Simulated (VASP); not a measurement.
A run of VASP 6.6.1:

File INCAR:

```
SYSTEM = Be3CdTe4
PREC = Accurate
ENCUT = 520
EDIFF = 1E-7
ISMEAR = 0
SIGMA = 0.03
LREAL = .False.
LASPH = .True.
NELM = 120
ALGO = Normal
ISIF = 3
LWAVE = .False.
LCHARG = .False.
GGA = PE
IBRION = 2
NSW = 60
EDIFFG = -0.005
POTIM = 0.3
KPAR = 8
```

The input KPOINTS:

```
regular mesh
0
Gamma
  4 4 4
  0 0 0
```

Contents of POSCAR:

```
Be3CdTe4                                
1.0
    8.3302858152      0.0000000000      0.0000000000
    0.0000000000      7.1853177409      0.0000000000
    0.0000000000      0.0000000000      6.8510269793
  Be              Cd              Te            
     6     2     8
Direct
     0.7510036268717262    0.6626105355534102    0.4991900674308879
     0.2489963731282739    0.6626105355534102    0.4991900674308879
     0.5000000000000000    0.8206129964267370    0.9998466332348330
     1.0000000000000000    0.1793870035732630    0.4998466332348330
     0.2510036268717260    0.3373894644465898    0.9991900674308878
     0.7489963731282738    0.3373894644465898    0.9991900674308878
     1.0000000000000000    0.8364291450919855    0.0052448884649349
     0.5000000000000000    0.1635708549080142    0.5052448884649349
     1.0000000000000000    0.8431348236854516    0.4160958270011467
     0.5000000000000000    0.7947263719722628    0.3606425739702377
     0.7270464609491883    0.6515349866935340    0.8601141362335331
     0.2729535390508117    0.6515349866935340    0.8601141362335331
     0.2270464609491883    0.3484650133064660    0.3601141362335332
     0.7729535390508117    0.3484650133064660    0.3601141362335332
     0.5000000000000000    0.1568651763145485    0.9160958270011466
     1.0000000000000000    0.2052736280277370    0.8606425739702378
```

Potentials or basis: VASP PAW PBE potentials, release 64 (Be, Cd, Te).

Command:

```bash
$ cat potpaw_PBE.64/Be/POTCAR potpaw_PBE.64/Cd/POTCAR potpaw_PBE.64/Te/POTCAR > POTCAR
$ mpirun -np 8 vasp_std > vasp.out
```

Hardware: 8 MPI ranks on Intel(R) Xeon(R) Platinum 8375C CPU @ 2.90GHz (Ice Lake) (shared host).

Estimate the wall time of this run.

Run time: 12 min on 8 MPI ranks on Intel(R) Xeon(R) Platinum 8375C CPU @ 2.90GHz (Ice Lake), on a shared host, peak memory 0.81 GiB a rank. Counts: scf iterations 43, k points 27, ion steps 5.
